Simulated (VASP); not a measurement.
Input for VASP

KPOINTS:
```
Automatic mesh
0
Gamma
4 7 4
0 0 0
```

### INCAR
```
LMAXMIX = 4   # l cut-off of mixed one-centre charges
EDIFFG = -0.02   # ionic stop
LWAVE = .FALSE.
SYSTEM = SnGe
SIGMA = 0.1   # width (eV)
ISMEAR = 1
NELM = 100   # most electronic steps
ENCUT = 400
EDIFF = 1E-6
NSW = 60   # most ionic steps
LREAL = .FALSE.   # projection in real space or not
LCHARG = .FALSE.
ISIF = 3
LASPH = .TRUE.
ALGO = Normal
PREC = Accurate
IBRION = 2   # conjugate gradients
```

**POSCAR**
```
SnGe
1
    7.0097959693     0.0000000000     0.0000000000
   -0.0000000000     3.9565579031     0.0000000000
    0.0000000000     0.0000000000     6.5623247671
Sn Ge
4 4
Direct
  0.4922245878   0.2500000000   0.7559076560
  0.9922245878   0.2500000000   0.7440923440
  0.5077754122   0.7500000000   0.2440923440
  0.0077754122   0.7500000000   0.2559076560
  0.7575447601   0.2500000000   0.0977128266
  0.2575447601   0.2500000000   0.4022871734
  0.2424552399   0.7500000000   0.9022871734
  0.7424552399   0.7500000000   0.5977128266
```

POTCAR, in this order: Sn_d Ge_d (LDA.64 set). Program: vasp_std.

Problem. Translate this LDA calculation to Quantum ESPRESSO's pw.x.

Solution. One equivalent input (not run):
```
&CONTROL
  calculation = 'vc-relax'
  pseudo_dir = './pseudo'
  outdir = './out'
  tprnfor = .true.
  tstress = .true.
  nstep = 60
  forc_conv_thr = 0.00078
/
&SYSTEM
  ibrav = 0
  nat = 8
  ntyp = 2
  ecutwfc = 78
  occupations = 'smearing'
  smearing = 'methfessel-paxton'
  degauss = 0.00735
  input_dft = 'pz'
/
&ELECTRONS
  conv_thr = 7.3e-08
  electron_maxstep = 100
/
&IONS
/
&CELL
/
ATOMIC_SPECIES
  Sn 118.710 Sn.upf
  Ge 72.630 Ge.upf
CELL_PARAMETERS angstrom
     7.0097960    0.0000000    0.0000000
    -0.0000000    3.9565579    0.0000000
     0.0000000    0.0000000    6.5623248
ATOMIC_POSITIONS crystal
  Sn   0.4922246  0.2500000  0.7559077
  Sn   0.9922246  0.2500000  0.7440923
  Sn   0.5077754  0.7500000  0.2440923
  Sn   0.0077754  0.7500000  0.2559077
  Ge   0.7575448  0.2500000  0.0977128
  Ge   0.2575448  0.2500000  0.4022872
  Ge   0.2424552  0.7500000  0.9022872
  Ge   0.7424552  0.7500000  0.5977128
K_POINTS automatic
  4 7 4 0 0 0
```
The two are equivalent in intent, not identical: the potentials are each code's own (VASP's PAW set, PseudoDojo norm-conserving files in pw.x), so ENCUT and ecutwfc are chosen apart and not converted; conv_thr bounds pw.x's estimated SCF error, while EDIFF bounds the energy change between steps; forc_conv_thr acts on force components and is met together with etot_conv_thr.

The structure was generated: SnGe was put into the MnP type (Pnma), which need not be its known phase. This run relaxes it. Symmetry was kept, so distortions that lower it aren't found. The start is the result of an earlier pass.
